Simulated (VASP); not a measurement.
# B2C (P1) in VASP: relaxation of cell and atoms with PBE

Aim: the relaxation of cell and atoms of B2C with PBE.

Everything below comes from runs of VASP 6.6.1. Logs are shortened: lines on timing, memory, paths and dates and some standing lists are left out, and cuts for length are marked.

### 1 The structure

The typed cell holds 12 atoms: a = 6.385 Å, b = 6.411 Å, c = 3.929 Å, α = 94.51°, β = 94.31°, γ = 36.45°.

The cell was built by a generator and needn't be a form met in nature.

### 2 Relaxation of cell and atoms, PBE

INCAR

```
SYSTEM = B2C
PREC     = Normal         ! precision mode
ENCUT    = 520            ! plane-wave cutoff, eV
EDIFF    = 1E-5           ! SCF threshold, eV
ISMEAR   = 0              ! smearing method
SIGMA    = 0.15           ! smearing width, eV
LREAL    = Auto         
LASPH    = .True.         ! aspherical terms in the spheres
NELM     = 80             ! most SCF steps
ALGO     = Fast           ! electronic algorithm
ISIF     = 3              ! what is computed and relaxed
LWAVE    = .False.        ! write WAVECAR
LCHARG   = .False.        ! write CHGCAR
GGA      = PE             ! functional
IBRION   = 2              ! ionic algorithm
NSW      = 110            ! ionic steps
EDIFFG   = -0.03          ! ionic threshold
ISYM     = 0            
KPAR     = 4
```

KPOINTS

```
Automatic mesh
0
Gamma
  6 6 6
  0 0 0
```

POSCAR

```
B2C
1.0
    6.0705694000     -1.9802561600     -0.0199421100
    6.0839105900      2.0217442400     -0.0308736400
   -0.3018602300     -0.0118447400      3.9171044900
B C
8 4
Direct
    0.3348974000      0.5779089400      0.1626824800
    0.6829965700      0.1809870500      0.7727371300
    0.8132330200      0.3534934800      0.2089156500
    0.3798065800      0.7416395000      0.8485329100
    0.3132263200      0.3270867400      0.9699320100
    0.7454002600      0.8713080000      0.5700965600
    0.7199322000      0.6235491400      0.0592844200
    0.1070190800      0.2708245900      0.3865469300
    0.0697158200      0.9362599800      0.9903958600
    0.5089868600      0.5325874800      0.5071456900
    0.5120474400      0.9797812400      0.2487462800
    0.0263930100      0.4696248400      0.7278933200
```

Potentials or basis: VASP PAW PBE potentials, release 64 (B, C).

Run with:

```sh
> cat potpaw_PBE.64/B/POTCAR potpaw_PBE.64/C/POTCAR > POTCAR
> mpirun -np 4 vasp_std > vasp.out
```

OUTCAR:

```text
SYSTEM = B2C
   PREC = Normal
   ENCUT = 520
   EDIFF = 1E-5
   ISMEAR = 0
   LREAL = Auto
   LASPH = .True.
   NELM = 80
   ISIF = 3
   GGA = PE
   IBRION = 2
   NSW = 110
   EDIFFG = -0.03
   ISYM = 0

 ion  position               nearest neighbor table
   1  0.335  0.578  0.163-   9 1.55  10 1.57   5 1.82   4 1.86   3 2.08   2 2.14
   2  0.683  0.181  0.773-   9 1.72   6 1.81  10 1.89   5 1.91   1 2.14
   3  0.813  0.353  0.209-   7 1.46   8 1.60  10 1.73   9 1.84   1 2.08
   4  0.380  0.742  0.849-   9 1.37  10 1.54   7 1.78   1 1.86
   5  0.313  0.327  0.970-  12 1.51   1 1.82  11 1.84   2 1.91
   6  0.745  0.871  0.570-  11 1.58  12 1.70   2 1.81
   7  0.720  0.624  0.059-   3 1.46  11 1.59   4 1.78  12 1.89   8 1.97
   8  0.107  0.271  0.387-  12 1.57   3 1.60  11 1.66   7 1.97
   9  0.070  0.936  0.990-   4 1.37   1 1.55   2 1.72   3 1.84
  10  0.509  0.533  0.507-   4 1.54   1 1.57   3 1.73   2 1.89
  11  0.512  0.980  0.249-   6 1.58   7 1.59   8 1.66   5 1.84
  12  0.026  0.470  0.728-   5 1.51   8 1.57   6 1.70   7 1.89

IMPORTANT INFORMATION: All symmetrisations will be switched off!
NOSYMM: (Re-)initialisation of all symmetry stuff for point group C_1.

----------------------------------------------------------------------------------------

                                     Primitive cell

  volume of cell :      95.2359

  direct lattice vectors                    reciprocal lattice vectors
     6.070569400 -1.980256160 -0.019942110     0.083151635 -0.250136797  0.005651462
     6.083910590  2.021744240 -0.030873640     0.081451527  0.249622715  0.007031646
    -0.301860230 -0.011844740  3.917104490     0.001065308  0.000694009  0.255374805

  length of vectors
     6.385422851  6.411113088  3.928736118     0.263656122  0.262669555  0.255377970

  position of ions in fractional coordinates (direct lattice)
     0.334897400  0.577908940  0.162682480
     0.682996570  0.180987050  0.772737130
     0.813233020  0.353493480  0.208915650
     0.379806580  0.741639500  0.848532910
     0.313226320  0.327086740  0.969932010
     0.745400260  0.871308000  0.570096560
     0.719932200  0.623549140  0.059284420
     0.107019080  0.270824590  0.386546930
     0.069715820  0.936259980  0.990395860
     0.508986860  0.532587480  0.507145690
     0.512047440  0.979781240  0.248746280
     0.026393010  0.469624840  0.727893320

  ion indices of the primitive-cell ions
   primitive index   ion index
                 1           1
                 2           2
                 3           3
                 4           4
                 5           5
                 6           6
                 7           7
                 8           8
                 9           9
                10          10
                11          11
                12          12

----------------------------------------------------------------------------------------

 KPOINTS: Automatic mesh

Automatic generation of k-mesh.
 Grid dimensions read from file:
 generate k-points for:    6    6    6

 Generating k-lattice:

  Cartesian coordinates                     Fractional coordinates (reciprocal lattice)
     0.013858606 -0.041689466  0.000941910     0.166666667  0.000000000  0.000000000
     0.013575254  0.041603786  0.001171941    -0.000000000  0.166666667 -0.000000000
     0.000177551  0.000115668  0.042562467     0.000000000  0.000000000  0.166666667

  Length of vectors
     0.043942687  0.043778259  0.042562995

  Shift w.r.t. Gamma in fractional coordinates (k-lattice)
     0.000000000  0.000000000  0.000000000

 Subroutine IBZKPT returns following result:
 ===========================================

 Found    112 irreducible k-points:

 Following reciprocal coordinates:
            Coordinates               Weight
  0.000000  0.000000  0.000000      1.000000
  0.166667 -0.000000 -0.000000      2.000000
  0.333333  0.000000 -0.000000      2.000000
  0.500000 -0.000000 -0.000000      1.000000
  0.000000  0.166667  0.000000      2.000000
  0.166667  0.166667  0.000000      2.000000
[... 16 lines left out ...]
  0.333333 -0.000000  0.166667      2.000000
  0.500000 -0.000000  0.166667      2.000000
 [... further k-points ...]
   k-points           NKPTS =    112   k-points in BZ     NKDIM =    112   number of bands    NBANDS=     27
   number of dos      NEDOS =    301   number of ions     NIONS =     12
   total plane-waves  NPLWV =  31104
   dimension x,y,z NGX =    36 NGY =   36 NGZ =   24
   dimension x,y,z NGXF=    72 NGYF=   72 NGZF=   48
   ions per type =               8   4
   NGX,Y,Z   is equivalent  to a cutoff of   9.37,  9.34, 10.16 a.u.
   NGXF,Y,Z  is equivalent  to a cutoff of  18.75, 18.67, 20.31 a.u.
 SYSTEM =  B2C
   PREC   = normal    normal or accurate (medium, high low for compatibility)
   ISTART =      0    job   : 0-new  1-cont  2-samecut
   ICHARG =      2    charge: 1-file 2-atom 10-const
   ISPIN  =      1    spin polarized calculation?
   LNONCOLLINEAR =      F non collinear calculations
   LSORBIT =      F    spin-orbit coupling
   LASPH  =      T    aspherical Exc in radial PAW
   ENCUT  =  520.0 eV  38.22 Ry    6.18 a.u.  11.87 11.92  7.30*2*pi/ulx,y,z
   NELM   =     80;   NELMIN=  2; NELMDL= -5     # of ELM steps
   EDIFF  = 0.1E-04   stopping-criterion for ELM
   LREAL  =      T    real-space projection
   EDIFFG = -.3E-01   stopping-criterion for IOM
   NSW    =    110    number of steps for IOM
   IBRION =      2    ionic relax: 0-MD 1-quasi-New 2-CG
   NFREE  =      1    steps in history (QN), initial steepest desc. (CG)
   ISIF   =      3    stress and relaxation
   ISYM   =      0    0-nonsym 1-usesym 2-fastsym
   POTIM  = 0.5000    time-step for ionic-motion
   TEBEG  =    0.0;   TEEND  =   0.0 temperature during run
   PSTRESS=    0.0 pullay stress
   NELECT =      40.0000    total number of electrons
   NUPDOWN=      -1.0000    fix difference up-down
   EMIN   =  10.00;   EMAX   =-10.00  energy-range for DOS
   EFERMI =   0.00;   METHOD = LEGACY
   ISMEAR =     0;   SIGMA  =   0.15  broadening in eV -4-tet -1-fermi 0-gaus
   EFERMI_NEDOS =   21; number of points for ismear=-14 and -15
   IALGO  =     68    algorithm
   IMIX   =      4    mixing-type and parameters
     AMIX     =   0.40;   BMIX     =  1.00
     AMIX_MAG =   1.60;   BMIX_MAG =  1.00
  volume/ion in A,a.u.               =       7.94        53.56
  Fermi-wavevector in a.u.,A,eV,Ry     =   1.226012  2.316826 20.450984  1.503105
  Thomas-Fermi vector in A             =   2.361028
   LORBIT       =      0    0 simple, 1 ext, 2 COOP (PROOUT), +10 PAW based schemes
   GGA     = PE    functional components
   LHFCALC =     F    Hartree Fock is set to
   AEXX    =    0.0000 exact exchange contribution
   IVDW    =     0    specifies the selected vdW correction
   LEPSILON=     F    determine dielectric tensor
   LRPA    =     F    only Hartree local field effects (RPA)
 conjugate gradient relaxation of ions
 non-spin polarized calculation
 RMM-DIIS sequential band-by-band and
 Gauss-broadening in eV      SIGMA  =   0.15
  energy-cutoff  :      520.00
  volume of cell :       95.24
 maximum number of plane-waves:      2589
   NGX = 23   NGY = 23   NGZ = 15

--------------------------------------- Ionic step        1  -------------------------------------------

 number of electron      39.9999997 magnetization

 Free energy of the ion-electron system (eV)
  ---------------------------------------------------
  ext. energy  EPLUGINS =         0.00000000
  ---------------------------------------------------
  free energy    TOTEN  =       -83.36261393 eV

  energy without entropy =      -83.33229351  energy(sigma->0) =      -83.34745372

------------------------ aborting loop because EDIFF is reached ----------------------------------------

  FORCE on cell =-STRESS in cart. coord.  units (eV):
  Direction    XX          YY          ZZ          XY          YZ          ZX
  --------------------------------------------------------------------------------------
  -------------------------------------------------------------------------------------
  Total        3.5075824     -4.5805734     -3.9036242     -3.4515840     -0.4099847     -2.9705604
  in kB       59.0089570    -77.0601597    -65.6716700    -58.0668812     -6.8972779    -49.9744990
  external PRESSURE =     -27.9076242 kB  Pullay stress =       0.0000000 kB
[... 119 lines left out ...]
  FREE ENERGIE OF THE ION-ELECTRON SYSTEM (eV)
  ---------------------------------------------------
  free  energy   TOTEN  =       -86.2404735274 eV

  energy  without entropy=      -86.2142686670  energy(sigma->0) =      -86.22737110

[... ionic steps 4 to 35 ...]

--------------------------------------- Ionic step       36  -------------------------------------------

 number of electron      39.9999994 magnetization

------------------------ aborting loop because EDIFF is reached ----------------------------------------

  FORCE on cell =-STRESS in cart. coord.  units (eV):
  Direction    XX          YY          ZZ          XY          YZ          ZX
  --------------------------------------------------------------------------------------
  -------------------------------------------------------------------------------------
  Total       -0.0109468     -0.0567640     -0.1151428     -0.0172615     -0.0143449      0.0169687
  in kB       -0.1940778     -1.0063778     -2.0413846     -0.3060316     -0.2543239      0.3008417
  external PRESSURE =      -1.0806134 kB  Pullay stress =       0.0000000 kB
[... 77 lines left out ...]
  energy  without entropy=      -87.2732685489  energy(sigma->0) =      -87.28723297

--------------------------------------- Ionic step       38  -------------------------------------------

 number of electron      39.9999994 magnetization

 Free energy of the ion-electron system (eV)
  ---------------------------------------------------
  ext. energy  EPLUGINS =         0.00000000
  ---------------------------------------------------
  free energy    TOTEN  =       -87.30143337 eV

  energy without entropy =      -87.27364168  energy(sigma->0) =      -87.28753752

 E-fermi :   5.1134     XC(G=0): -11.4535

 val. band max:        5.1083963207   @ k =   0.3333  -0.3333   0.3333
 cond. band min:       5.1147623065   @ k =  -0.3333   0.1667   0.5000
 fundamental gap:      0.0063659858
 Fermi energy:         5.1134367003

 k-point     1 :       0.0000    0.0000    0.0000
  band No.  band energies     occupation
      1     -10.9569      2.00000
      2      -9.3287      2.00000
      3      -5.5023      2.00000
      4      -5.4074      2.00000
      5      -5.3018      2.00000
      6      -2.5274      2.00000
[... 709 lines left out ...]
     26      12.1898      0.00000
     27      12.9954      0.00000

 [... further k-points ...]

------------------------ aborting loop because EDIFF is reached ----------------------------------------

  FORCE on cell =-STRESS in cart. coord.  units (eV):
  Direction    XX          YY          ZZ          XY          YZ          ZX
  --------------------------------------------------------------------------------------
  -------------------------------------------------------------------------------------
  Total        0.0103619     -0.0129937     -0.0636825     -0.0105204     -0.0138335      0.0442700
  in kB        0.1837660     -0.2304400     -1.1293959     -0.1865773     -0.2453340      0.7851191
  external PRESSURE =      -0.3920233 kB  Pullay stress =       0.0000000 kB
[... 27 lines left out ...]
  FREE ENERGIE OF THE ION-ELECTRON SYSTEM (eV)
  ---------------------------------------------------
  free  energy   TOTEN  =       -87.3014333672 eV

  energy  without entropy=      -87.2736416782  energy(sigma->0) =      -87.28753752

 reached required accuracy - stopping structural energy minimisation
```

Run time: 7.4 min. Hardware: 4 MPI ranks of Intel Xeon 6975P-C (Granite Rapids), shared host; peak memory 0.29 GiB.

What came out:

* Free energy: -87.3014 eV
* Relaxed volume: 7.53 Å³/atom
* Relaxed cell: a = 6.334 Å, b = 6.334 Å, c = 3.870 Å, α = 94.05°, β = 94.05°, γ = 35.69°
* Space group after relaxing (to 0.05 Å): C2 (No. 5)
* Energy gained by relaxing: 328.2 meV/atom
* Ionic steps: 38
* Pressure after relaxing: 0.0 GPa
* Largest force after relaxing: 0.025 eV/Å
* Band gap on the k mesh: none (metal or under the smearing width)

Forces in eV/Å, atoms in the order of the input:
```
B    0.023  0.006  0.006
B   -0.012  0.011 -0.006
B    0.001  0.010  0.001
B   -0.008 -0.004  0.000
B    0.004  0.005 -0.011
B    0.009  0.019  0.012
B   -0.011 -0.015  0.011
B    0.003 -0.005 -0.002
C   -0.008 -0.001  0.001
C   -0.009 -0.002  0.000
C    0.004 -0.009 -0.016
C    0.004 -0.017  0.003
```

Stress tensor (GPa, compression positive):
```
 0.02 -0.02  0.08
-0.02 -0.02 -0.02
 0.08 -0.02 -0.11
```

The path:
| step | energy change (eV) | largest force (eV/Å) | pressure (GPa) | volume (Å³) |
| --- | --- | --- | --- | --- |
| 1 | 0.0000 | 8.3441 | -2.79 | 95.24 |
| 2 | -0.0989 | 13.0972 | 10.81 | 93.28 |
| 3 | -2.8779 | 2.6523 | -8.31 | 94.34 |
| 4 | -3.4219 | 2.3681 | 4.60 | 89.19 |
| 5 | -3.5890 | 1.5771 | -0.93 | 90.78 |
| 6 | -3.7771 | 1.4613 | 2.41 | 89.25 |
| 7 | -3.7984 | 1.0946 | 1.35 | 89.62 |
| 8 | -3.8776 | 0.6844 | 0.42 | 89.84 |
| 9 | -3.8784 | 0.6222 | 0.48 | 89.82 |
| 10 | -3.9139 | 0.3088 | -0.14 | 90.13 |
| 11 | -3.9139 | 0.3109 | -0.15 | 90.14 |
| 12 | -3.9272 | 0.2732 | 0.09 | 90.17 |
| 13 | -3.9273 | 0.2902 | 0.11 | 90.17 |
| 14 | -3.9308 | 0.2058 | -0.07 | 90.24 |
| 15 | -3.9309 | 0.1358 | -0.04 | 90.23 |
| 16 | -3.9331 | 0.0904 | -0.13 | 90.24 |
| 17 | -3.9331 | 0.1101 | -0.15 | 90.24 |
| 18 | -3.9345 | 0.0615 | 0.08 | 90.17 |
| 19 | -3.9346 | 0.0745 | 0.13 | 90.16 |
| 20 | -3.9350 | 0.0853 | 0.08 | 90.19 |
| 21 | -3.9350 | 0.0650 | 0.08 | 90.18 |
| 22 | -3.9354 | 0.0465 | -0.04 | 90.24 |
| 23 | -3.9355 | 0.0554 | -0.08 | 90.26 |
| 24 | -3.9358 | 0.0459 | -0.06 | 90.27 |
| 25 | -3.9360 | 0.0732 | -0.05 | 90.28 |
| 26 | -3.9363 | 0.0437 | -0.04 | 90.28 |
| 27 | -3.9366 | 0.0863 | 0.01 | 90.26 |
| 28 | -3.9368 | 0.0773 | 0.03 | 90.26 |
| 29 | -3.9372 | 0.0590 | 0.07 | 90.26 |
| 30 | -3.9368 | 0.1011 | 0.14 | 90.24 |
| 31 | -3.9372 | 0.0602 | 0.09 | 90.25 |
| 32 | -3.9375 | 0.0431 | 0.08 | 90.27 |
| 33 | -3.9377 | 0.0546 | 0.04 | 90.29 |
| 34 | -3.9379 | 0.0415 | 0.00 | 90.32 |
| 35 | -3.9381 | 0.0782 | -0.12 | 90.37 |
| 36 | -3.9383 | 0.0659 | -0.11 | 90.37 |
| 37 | -3.9386 | 0.0603 | -0.11 | 90.37 |
| 38 | -3.9388 | 0.0247 | -0.04 | 90.34 |

Final structure:
```
B C
1.0
     6.02922   -1.94051   -0.00261
     6.02949    1.94150   -0.00259
    -0.28558    0.00049    3.85986
B C
8 4
Direct
  0.31952 0.58397 0.16496
  0.68468 0.18970 0.78739
  0.81694 0.32196 0.20479
  0.42233 0.68719 0.82685
  0.35343 0.28851 0.97122
  0.71829 0.89319 0.58056
  0.71743 0.65378 0.02092
  0.11291 0.28862 0.41164
  0.04424 0.96243 0.99608
  0.54172 0.46489 0.49600
  0.48935 0.01372 0.24616
  0.99283 0.51709 0.74634
```
